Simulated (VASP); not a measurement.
The input files of a VASP run:

### KPOINTS
```
Automatic mesh
0
Gamma
8 8 8
0 0 0
```

POSCAR:
```
KI
1
   -0.0000000000     2.8858091265     2.8858091265
    2.8858091265     0.0000000000     2.8858091265
    2.8858091265     2.8858091265    -0.0000000000
K I
1 1
Direct
  1.0000000000   0.0000000000   1.0000000000
  0.5000000000   0.5000000000   0.5000000000
```

**INCAR**
```
SYSTEM = KI
PREC = Accurate
ENCUT = 500
EDIFF = 1E-6
NELM = 100
ALGO = Normal
LREAL = .FALSE.
LASPH = .TRUE.
ISMEAR = 0
SIGMA = 0.05
GGA = PS
LMAXMIX = 4
LWAVE = .FALSE.
LCHARG = .FALSE.
IBRION = 2
ISIF = 3
NSW = 40
EDIFFG = -0.02
PSTRESS = 300
```

POTCAR, in this order: K_sv I (PBE.64 set). Program: vasp_std.

Problem. Translate this PBEsol calculation to Quantum ESPRESSO's pw.x.

Solution. One equivalent input (not run):
```
&CONTROL
  calculation = 'vc-relax'
  pseudo_dir = './pseudo'
  outdir = './out'
  tprnfor = .true.
  tstress = .true.
  nstep = 40
  forc_conv_thr = 0.00078
/
&SYSTEM
  ibrav = 0
  nat = 2
  ntyp = 2
  ecutwfc = 74
  occupations = 'smearing'
  smearing = 'gaussian'
  degauss = 0.003675
  input_dft = 'pbesol'
/
&ELECTRONS
  conv_thr = 7.3e-08
  electron_maxstep = 100
/
&IONS
/
&CELL
  press = 300
/
ATOMIC_SPECIES
  K 39.098 K.upf
  I 126.904 I.upf
CELL_PARAMETERS angstrom
    -0.0000000    2.8858091    2.8858091
     2.8858091    0.0000000    2.8858091
     2.8858091    2.8858091   -0.0000000
ATOMIC_POSITIONS crystal
  K    1.0000000  0.0000000  1.0000000
  I    0.5000000  0.5000000  0.5000000
K_POINTS automatic
  8 8 8 0 0 0
```
What does not carry over: the potentials are each code's own (VASP's PAW set, PseudoDojo norm-conserving files in pw.x), so ENCUT and ecutwfc are chosen apart and not converted; conv_thr bounds pw.x's estimated SCF error, while EDIFF bounds the energy change between steps; forc_conv_thr acts on force components and is met together with etot_conv_thr.

The compound is KI in the rock salt structure. It was relaxed first under an external pressure of 30 GPa.
